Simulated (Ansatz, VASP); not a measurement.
## Ru in two plane-wave programs

Wanted: the spread between two codes on one cell, functional and k mesh. Of the first pair: The structure shown is the start of the Ansatz relaxation below; VASP solves that cell, so the two are compared at the walk's first step.

Calculated with Ansatz 0.2.0; plane waves, with VASP 6.6.1 beside it; PBE.

## (1) The starting structure

The cell holds 4 atoms: 4 Ru. Its edges and angles: a = 2.720 Å, b = 2.720 Å, c = 21.420 Å, α = 90.0°, β = 90.0°, γ = 60.0°. It derives from Ru. Vacuum lies along c.

Coordinates:

```cif
data_structure
_symmetry_space_group_name_H-M 'P 1'
_symmetry_Int_Tables_number 1
_cell_length_a 2.7200
_cell_length_b 2.7200
_cell_length_c 21.4200
_cell_angle_alpha 90.000
_cell_angle_beta 90.000
_cell_angle_gamma 60.000
_cell_volume 137.24
loop_
_atom_site_label
_atom_site_type_symbol
_atom_site_fract_x
_atom_site_fract_y
_atom_site_fract_z
_atom_site_occupancy
Ru1 Ru 0.00000 0.00000 0.64986 1
Ru2 Ru 0.66667 0.66667 0.54995 1
Ru3 Ru 0.00000 0.00000 0.45005 1
Ru4 Ru 0.66667 0.66667 0.35014 1
```

## (2) Ansatz: relaxation, PBE

Ansatz runs on its PAW soft_1 files.

The two programs are compared at the cell with which this relaxation starts, whose forces are those of its first step.

input.yaml

```yaml
crystal:
  lattice:
    - [2.72, 0.0, 0.0]
    - [1.36, 2.3555890983, 0.0]
    - [0.0, 0.0, 21.42]
  atoms:
    - { symbol: Ru, position: [0.0, 0.0, 0.649859944] }
    - { symbol: Ru, position: [0.666666667, 0.666666667, 0.549953315] }
    - { symbol: Ru, position: [0.0, 0.0, 0.450046685] }
    - { symbol: Ru, position: [0.666666667, 0.666666667, 0.350140056] }
kpoints:
  mp_grid: { grid: [18, 18, 1] }
scf:
  occupations: { method: fermi_dirac, width: 0.05 }
  n_extra_bands: 12
hamiltonian:
  xc: pbe
  pseudopotentials: { kind: paw, azcp: { folder: soft_1 } }
output:
  forces: true
  write_potential: true
  volumetric_format: []
  dos:
    projected: true
    de: 0.05
    e_range: [-30, 12]
    method: { smearing: { sigma: 0.1, scheme: gaussian } }
efield:
  axis: 3
  dipole_correction: true
relax:
  f_tol: 0.03
  max_steps: 50
  constraints: [{ sites: [2, 3] }]
```

Launch:

```sh
ansatz run input.yaml --threads 8 --pin off --max-ram 40960MiB --backend cuda --events-out ev --progress --plain --runs-dir out
```

Numbers of over 12 decimals in the logs are rounded to 6 here.

The program printed:

```text
The last accepted step is kept in <dir> (removed where the run ends without a failure and the disk answers)
scf.n_extra_bands = 12 over 32 filled bands (N_el = 64.0): the run solves 44 bands
Engine: ansatz 0.2.0, aarch64-unknown-linux-gnu
Pseudopotentials: kind: paw
Pseudopotential: Ru, paw, valence charge 16, recommended cutoff 420 eV (normal), soft_1/Ru.paw.azcp
Functional definition: PBE
  parameter kappa = 0.804
  parameter beta = 0.066725
  exchange = pbe_x(kappa = kappa, mu = beta*pi^2/3)
  correlation = pbe_c(beta = beta)
[...]
Crystal: 4 atoms, lattice volume = 137.242 Å³
Basis set: ecut = 420 eV, 2705 PW (Γ), exchange–correlation on 40×40×288 points (8 copies of the dense FFT grid, shifted against one another)
Bands: 44, of which v1, the nominal top of the filled ones, is band 32 counted from 1 (31 counted from 0)
Symmetry: 6 space group operations
k-points: 37 of 324 (time reversal used)
Non-local potential: Ru, projectors of the file, l = 0: 3, l = 1: 2, l = 2: 2, l = 3: 1
PAW form: soft (Blöchl's): semilocal exchange-correlation on the pseudo side does not see the compensation charge
PAW one-centre angular grid: Ru, 590 points (default); XC on 64 Gauss nodes
Initial density: superposition of atomic densities (neutral atoms: chi_scale 0, normalization atom)
Initial wavefunctions: pseudopotential atomic-orbital guess
[...]
Functional: x = pbe(κ = 0.804, μ = 0.219515), c = pbe(β = 0.066725)
SCF iter   1: F=—  HF=-23515.371196 eV  |F-HF|=—  |Δ(HF+E_count)|=         —  Δρ=7.35e-2  dr2=1.04e1  ethr=3.10e-3  p=0.000 e·Å  D=4.21e-14 V/Å  ΔV_dip=-0.00 eV  dr2_dipole=2.78e-6  V_vac-E_F(+/−)=5.84/5.84 eV  ⟨swp⟩=8.6  Hψ=7915  notcnv=0  defer=17
efield: sawtooth ramp at fractional position 0.9500 (placed from the atoms, in the widest stretch of the axis that holds none; the zero of the levels goes with the place), width 0.1000; the density the first Hamiltonian is built on has a dipole p = 0.000 e·Å; the dipole correction subtracts the counter field D = 4.21e-14 V/Å, which shifts the + side's vacuum level by -0.00 eV against the − side's; the planar-averaged density in the ramp window peaks in size at 1.3e-6 e/Å³
preconditioner: auto → LDOS  [metal: Δε(μ)=0.047 eV  Ē_g=7.470 eV  σ=0.050 eV  W_gap=0.23  n_scr=16 (ndim 8)  ℏωp=17.9 eV  f_vac=0.529  D(μ)=4.37/eV (n_scr^D=16)  β→1.0]
SCF iter   2: F=—  HF=-23515.336833 eV  |F-HF|=—  |Δ(HF+E_count)|=   3.44e-2  Δρ=7.25e-2  dr2=9.11e0  ethr=3.10e-3  p=-0.000 e·Å  D=-6.36e-4 V/Å  ΔV_dip=0.01 eV  dr2_dipole=5.81e-4  V_vac-E_F(+/−)=5.17/5.16 eV  ⟨swp⟩=3.7  Hψ=4509  notcnv=0  defer=86
[...]
SCF iter   8: F=-23512.794062 eV  HF=-23512.794061 eV  |F-HF|=7.68e-7  |Δ(HF+E_count)|=   2.87e-6  Δρ=2.57e-5  dr2=8.58e-7  ethr=1.82e-8  p=0.000 e·Å  D=2.63e-5 V/Å  ΔV_dip=-0.00 eV  dr2_dipole=1.16e-7  V_vac-E_F(+/−)=5.09/5.09 eV  ⟨swp⟩=18.6  Hψ=15296  notcnv=0
SCF 1 converged in 8 iterations: F = -23512.794062 eV  dr2 = 8.58e-7
  Residual-converged pass: ⟨swp⟩=1.0  Hψ=1778  notcnv=0  max |occ|·‖R‖ = 7.0e-9 eV (tolerance 1.0e-8 eV)  dr2=8.58e-7  dr2_onsite=1.29e-8  max |Δocc| = 1.1e-10
  greatest PAW one-centre occupation: 1.000 electrons in one spin orbital (limit 2), on the Ru atom at site 1 (counted from 0), in its partial waves of l = 0
relax step   1: F+E_penalty+E_count = -23512.79406193 eV  Δ(F+E_penalty+E_count) = +0.000e0 eV  max|allowed force component| = 5.829e-1 eV/Å  Δτ_max = 0.0000 Å  (8 SCF iters, dr2 threshold 2.25e-5 eV, accepted)
[...]
relax step   2: F+E_penalty+E_count = -23512.80553616 eV  Δ(F+E_penalty+E_count) = -1.147e-2 eV  max|allowed force component| = 4.065e-1 eV/Å  Δτ_max = 0.1092 Å  (6 SCF iters, dr2 threshold 2.12e-5 eV, accepted)
[...]
relax step   3: F+E_penalty+E_count = -23512.81371706 eV  Δ(F+E_penalty+E_count) = -8.181e-3 eV  max|allowed force component| = 1.713e-2 eV/Å  Δτ_max = 0.0471 Å  (6 SCF iters, dr2 threshold 1.03e-5 eV, accepted)
[...]
relax step   4: F+E_penalty+E_count = -23512.81371750 eV  Δ(F+E_penalty+E_count) = -4.470e-7 eV  max|allowed force component| = 1.718e-2 eV/Å  Δτ_max = 0.0000 Å  (3 SCF iters, accepted)
[...]
SCF converged after 3 iterations
Free energy (F): -23512.813718 eV
Harris-Foulkes:  -23512.813717 eV  (|F-HF|=1.66e-8)
Internal energy: -23512.773454 eV  (E = F + TS)
E sigma→0 (E₀):  -23512.793586 eV
Entropy (-TS):   -0.040263 eV (-10.066 meV/atom)
Fermi energy:    6.247656 eV
Dipole field:    D = 0.001994 V/Å  (p = 0.001512 e·Å, saw-weighted, corrected)
Work function:   Φ+ = 5.0344 eV   Φ− = 5.0771 eV
Levels:          The Fermi level and band energies are counted from a zero that moves with the ramp; work functions are not
--- Per-component energies (eV) ---
  E_band       = -1305.934358
  E_kinetic    = 1833.279069
  E_local      = -82389.469907  (includes V_loc(G=0)·N_el)
  E_nonlocal   = 1653.751184
  E_hartree    = 39797.943420
  E_xc         = -675.912256
  E_vxc        = -854.293431  (∫ρ·V_xc dr)
  E_paw        = -14006.654764  (= ΣΔE_a)
  E_vpaw       = -1145.094898  (= ΣTr[D̂ρ^β])
  E_aug_tail   = 0.002556  (compensation charges beyond the density's cutoff)
  E_efield     = 0.000002  (sawtooth field / dipole correction)
  E_vefield    = 0.001834  (∫n·V_field dr)
  E_ewald      = 30274.287244
  E_smearing   = -0.040263  (= −TS)
  E_closure    = 0.000000  (closes the sum)
  Σ components = -23512.813718   (vs F -23512.813718, Δ=0.00e0)
--- Forces (eV/Å), atoms counted from 1 ---
  atom   1  Ru     0.00000000    -0.00000000     0.01717628
  atom   2  Ru     0.00000000    -0.00000000    -0.01543955
  atom   3  Ru    -0.00000000     0.00000000    -0.55625945
  atom   4  Ru     0.00000000     0.00000000     0.55448969
  max |Σ_I F_I| component: 3.30e-5 eV/Å
--- Band table (eV; the first three rows and the last of 37) ---
  k-point 0: bands = [... 28 lower, 4.2937, 4.2937, 4.5422, 5.3909, 5.3909, 6.3877, 6.3887, 6.3887, ... 8 higher]
  k-point 1: bands = [... 28 lower, 4.2365, 4.3656, 4.5877, 5.3313, 5.3639, 6.1034, 6.3623, 6.3623, ... 8 higher]
  k-point 2: bands = [... 28 lower, 4.4101, 4.5712, 4.5756, 5.1051, 5.3380, 5.6600, 6.0077, 6.2995, ... 8 higher]
  k-point 36: bands = [... 28 lower, 4.2201, 5.0945, 5.6514, 6.8611, 6.8991, 6.9873, 7.3507, 7.3938, ... 8 higher]
--- Relaxed structure (4 steps of the walk, 4 accepted, 0 SCFs on fresh bases) ---
  F+E_penalty+E_count = -23512.81371750 eV   max|allowed force component| = 1.718e-2 eV/Å
  atoms:
    - { symbol: Ru, position: [-1.6902599022604288e-18, 0, 0.646960] }
    - { symbol: Ru, position: [0.666667, 0.666667, 0.550174] }
    - { symbol: Ru, position: [0.0, 0.0, 0.450047] }
    - { symbol: Ru, position: [0.666667, 0.666667, 0.350140056] }
```

## (3) VASP: single point, PBE, start cell, pair 1

The same cell, functional, mesh and smearing now go to VASP, with its own data sets.

Lines of VASP's logs that name or quote its potential files are left out, and so is its time.

INCAR

```
SYSTEM = Ru
PREC = Accurate
ENCUT = 400
EDIFF = 1E-06
NELM = 120
ISMEAR = -1
SIGMA = 0.05
LREAL = .FALSE.
ALGO = Normal
GGA = PE
NBANDS = 34
LASPH = .TRUE.
LORBIT = 11
LWAVE = .FALSE.
LCHARG = .FALSE.
ISIF = 2
LDIPOL = .TRUE.
IDIPOL = 3
DIPOL = 0.5 0.5 0.5
LVHAR = .TRUE.
GGA_COMPAT = .FALSE.
NELMDL = -8
KPAR = 4
```

POSCAR

```
Ru
1.0
    2.7200000000      0.0000000000      0.0000000000
    1.3600000000      2.3555890983      0.0000000000
    0.0000000000      0.0000000000     21.4200000000
Ru
4
Direct
    0.0000000569      0.0000000569      0.6498599440
    0.6666667235      0.6666667235      0.5499533147
    0.0000000569      0.0000000569      0.4500466853
    0.6666667235      0.6666667235      0.3501400560
```

KPOINTS

```
Automatic mesh
0
Gamma
18 18 1
0 0 0
```

Potentials, in the order of the species: Ru_pv (PBE family, release 64).

Launch:

```sh
mpirun -np 4 vasp_std
```

The program printed:

```text
[banner, memory and clock lines left out]
running    4 mpi-ranks, on    1 nodes
 distrk:  each k-point on    1 cores,    4 groups
 distr:  one band on    1 cores,    1 groups

 POSCAR found type information on POSCAR Ru
 POSCAR found :  1 types and       4 ions
 LDA part: xc-table for (Slater+PW92), standard interpolation
 POSCAR, INCAR and KPOINTS ok, starting setup
 FFT: planning ... GRIDC
 FFT: planning ... GRID_SOFT
 FFT: planning ... GRID
 WAVECAR not read
 entering main loop
       N       E                     dE             d eps       ncg     rms          rms(c)
DAV:   1     0.465886198440E+03    0.46589E+03   -0.32611E+04  3396   0.130E+03
DAV:   2    -0.224274239067E+02   -0.48831E+03   -0.47746E+03  2808   0.414E+02
DAV:   3    -0.370256774585E+02   -0.14598E+02   -0.14027E+02  3232   0.667E+01
DAV:   4    -0.374845607675E+02   -0.45888E+00   -0.45451E+00  3220   0.957E+00
DAV:   5    -0.375011853622E+02   -0.16625E-01   -0.16487E-01  3336   0.157E+00
DAV:   6    -0.375018170050E+02   -0.63164E-03   -0.63046E-03  3360   0.261E-01
DAV:   7    -0.375018372001E+02   -0.20195E-04   -0.20184E-04  3426   0.421E-02
DAV:   8    -0.375018385051E+02   -0.13050E-05   -0.13048E-05  2430   0.712E-03    0.216E+01
DAV:   9    -0.356556671428E+02    0.18462E+01   -0.11672E+01  2950   0.241E+01    0.931E+00
DAV:  10    -0.455869282451E+02   -0.99313E+01   -0.67769E+01  3214   0.547E+01    0.314E+01
DAV:  11    -0.350008319016E+02    0.10586E+02   -0.29544E+01  3044   0.241E+01    0.497E+00
DAV:  12    -0.347978558849E+02    0.20298E+00   -0.23126E+00  3130   0.737E+00    0.113E+00
DAV:  13    -0.347930808861E+02    0.47750E-02   -0.85931E-02  3050   0.218E+00    0.804E-01
DAV:  14    -0.347903276958E+02    0.27532E-02   -0.97943E-03  3330   0.784E-01    0.316E-01
[...]
DAV:  19    -0.347902313123E+02   -0.23807E-04   -0.13813E-05  2598   0.159E-02    0.824E-03
DAV:  20    -0.347902772357E+02   -0.45923E-04   -0.79813E-06  1998   0.834E-03    0.422E-03
DAV:  21    -0.347903034089E+02   -0.26173E-04   -0.16353E-06  1696   0.452E-03    0.326E-03
DAV:  22    -0.347903279318E+02   -0.24523E-04   -0.36316E-06  1702   0.708E-03    0.476E-03
DAV:  23    -0.347903497638E+02   -0.21832E-04   -0.10773E-06  1512   0.481E-03    0.880E-04
DAV:  24    -0.347903594934E+02   -0.97296E-05   -0.99757E-07  1550   0.290E-03    0.583E-04
DAV:  25    -0.347903613578E+02   -0.18645E-05   -0.10844E-07  1374   0.114E-03    0.542E-04
DAV:  26    -0.347903616543E+02   -0.29651E-06   -0.30347E-08  1316   0.700E-04
   1 F= -.34790362E+02 E0= -.34771259E+02  d E =-.382059E-01
```

(Part 1 of 2 ends here.)

[Lines on the potential files, build, host, timing and source positions are cut from VASP's logs without a mark.]

[Logs are printed without paths, hosts, clocks, repeated set-up lines and the standing remarks that a program may print on its own settings, such as how far it seeks lower states.]

[Hosts, paths, dates, database ids (printed as entryN), source tags and the programs' standing remarks are cut or masked in the printed files.]
